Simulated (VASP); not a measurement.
VASP runs on TaZn2 (space group Fd-3m) share one base input (PBE GGA, plane waves, VASP's PBE PAW potentials (set 64)) and change the settings named in each case.

### POSCAR
```
TaZn2
1
    0.0000000000     3.7116810000     3.7116810000
    3.7116810000     0.0000000000     3.7116810000
    3.7116810000     3.7116810000     0.0000000000
Zn Ta
4 2
Direct
  0.1250000000   0.1250000000   0.1250000000
  0.6250000000   0.1250000000   0.1250000000
  0.1250000000   0.6250000000   0.1250000000
  0.1250000000   0.1250000000   0.6250000000
  0.7500000000   0.7500000000   0.7500000000
  0.5000000000   0.5000000000   0.5000000000
```

INCAR:
```
SIGMA=0.1   # width (eV)
SYSTEM=TaZn2
ISMEAR=-1   # Fermi-Dirac
NELM=100   # most electronic steps
LCHARG=.False.
ALGO=Normal   # blocked Davidson
EDIFF=1E-6   # SCF stop (eV)
LREAL=.False.
ENCUT=300
ISIF=2   # forces and stress, cell fixed
LMAXMIX=6   # l cut-off of mixed one-centre charges
LASPH=.True.
GGA=PE   # PBE
PREC=Accurate
LWAVE=.False.
```

**KPOINTS**
```
Automatic mesh
0
Gamma
5 5 5
0 0 0
```

POTCAR, in this order: Zn Ta_pv (PBE.64 set). Program: vasp_std.

| change | E(σ→0) (eV/atom) | pressure (GPa) | −TS (eV) |
|---|---|---|---|
| base run | -4.6482 | -14.93 | -0.1173 |
| GGA = PS | -5.1651 | -19.97 | -0.1185 |
| GGA_COMPAT = .FALSE., LNONCOLLINEAR = .TRUE., LSORBIT = .TRUE., MAGMOM = 0.0 0.0 0.0 0.0 0.0 0.0 0.0 0.0 0.0 0.0 0.0 0.0 0.0 0.0 0.0 0.0 0.0 0.0, program vasp_ncl | -4.8903 | [?] | [?] |
| KPOINTS 1×1×1 Γ-centred mesh | -4.0315 | -24.32 | -0.4638 |

Task: Complete the blanks.

Result: 
- GGA_COMPAT = .FALSE., LNONCOLLINEAR = .TRUE., LSORBIT = .TRUE., MAGMOM = 0.0 0.0 0.0 0.0 0.0 0.0 0.0 0.0 0.0 0.0 0.0 0.0 0.0 0.0 0.0 0.0 0.0 0.0, program vasp_ncl, pressure (GPa): -14.70
- GGA_COMPAT = .FALSE., LNONCOLLINEAR = .TRUE., LSORBIT = .TRUE., MAGMOM = 0.0 0.0 0.0 0.0 0.0 0.0 0.0 0.0 0.0 0.0 0.0 0.0 0.0 0.0 0.0 0.0 0.0 0.0, program vasp_ncl, −TS (eV): -0.1202

Energies of different potentials or functionals have different zeros.  Unless said otherwise, spin-orbit coupling is left out, though it shifts the bands of the heavy elements here. At 300 eV the pressure can carry a Pulay error.

Left out are runs that ran out of time, are held back, or changed the cell or the kind of run, fixed moments of cells without a moment, rows past the twelfth, gaps on odd meshes, pressures of charged cells and columns that move by less than the noise.

The structure was generated: TaZn2 was put into an ordered model structure, which need not be its known phase. The cell was not relaxed at this level.
